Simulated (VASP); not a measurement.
VASP runs on Cs2PdCl4 (space group P4/mmm) share one base input (PBEsol GGA, plane waves, VASP's PBE PAW potentials (set 64)) and change the settings named in each case.

File KPOINTS:
```
Automatic mesh
0
Gamma
3 3 5
0 0 0
```

File POSCAR:
```
Cs2PdCl4
1
    7.2578430000     0.0000000000     0.0000000000
    0.0000000000     7.2578430000     0.0000000000
    0.0000000000     0.0000000000     4.5795330000
Cs Pd Cl
2 1 4
Direct
  0.0000000000   0.5000000000   0.5000000000
  0.5000000000   0.0000000000   0.5000000000
  0.0000000000   0.0000000000   0.0000000000
  0.2210000000   0.2210000000   0.0000000000
  0.7790000000   0.2210000000   0.0000000000
  0.7790000000   0.7790000000   0.0000000000
  0.2210000000   0.7790000000   0.0000000000
```

### INCAR
```
SYSTEM = Cs2PdCl4
PREC = Accurate
ENCUT = 300
EDIFF = 1E-6
NELM = 100
ALGO = Normal
LREAL = .FALSE.
LASPH = .TRUE.
ISMEAR = 0
SIGMA = 0.05
GGA = PS
LMAXMIX = 4
LWAVE = .FALSE.
LCHARG = .FALSE.
ISIF = 2
```

POTCAR, in this order: Cs_sv Pd Cl (PBE.64 set). Program: vasp_std.

| change | E(σ→0) (eV/atom) | pressure (GPa) | largest force (eV/Å) |
|---|---|---|---|
| base run | -3.6713 | 0.90 | 0.310 |
| GGA removed, POTCAR Cs_sv Pd Cl (LDA.64 set) | -3.9273 | -0.53 | 0.106 |
| GGA_COMPAT = .FALSE., LNONCOLLINEAR = .TRUE., LSORBIT = .TRUE., MAGMOM = 0.0 0.0 0.0 0.0 0.0 0.0 0.0 0.0 0.0 0.0 0.0 0.0 0.0 0.0 0.0 0.0 0.0 0.0 0.0 0.0 0.0, program vasp_ncl | -3.7238 | [?] | [?] |
| KPOINTS 3×3×4 Γ-centred mesh | -3.6712 | 0.90 | 0.310 |

Question: Some entries are withheld; supply them.

Answer: 
- GGA_COMPAT = .FALSE., LNONCOLLINEAR = .TRUE., LSORBIT = .TRUE., MAGMOM = 0.0 0.0 0.0 0.0 0.0 0.0 0.0 0.0 0.0 0.0 0.0 0.0 0.0 0.0 0.0 0.0 0.0 0.0 0.0 0.0 0.0, program vasp_ncl, pressure (GPa): 0.91
- GGA_COMPAT = .FALSE., LNONCOLLINEAR = .TRUE., LSORBIT = .TRUE., MAGMOM = 0.0 0.0 0.0 0.0 0.0 0.0 0.0 0.0 0.0 0.0 0.0 0.0 0.0 0.0 0.0 0.0 0.0 0.0 0.0 0.0 0.0, program vasp_ncl, largest force (eV/Å): 0.317

Energies of different potentials or functionals have different zeros.  Unless said otherwise, spin-orbit coupling is left out, though it shifts the bands of the heavy elements here. At 300 eV the pressure can carry a Pulay error.

Left out are runs that ran out of time, are held back, or changed the cell or the kind of run, fixed moments of cells without a moment, rows past the twelfth, gaps on odd meshes, pressures of charged cells and columns that move by less than the noise.

The structure comes from a measured Cs2PdCl4 entry of the Crystallography Open Database, whose conditions weren't checked. The cell was not relaxed at this level, forces remain on its atoms, its lattice was scaled by up to 2.5 %.
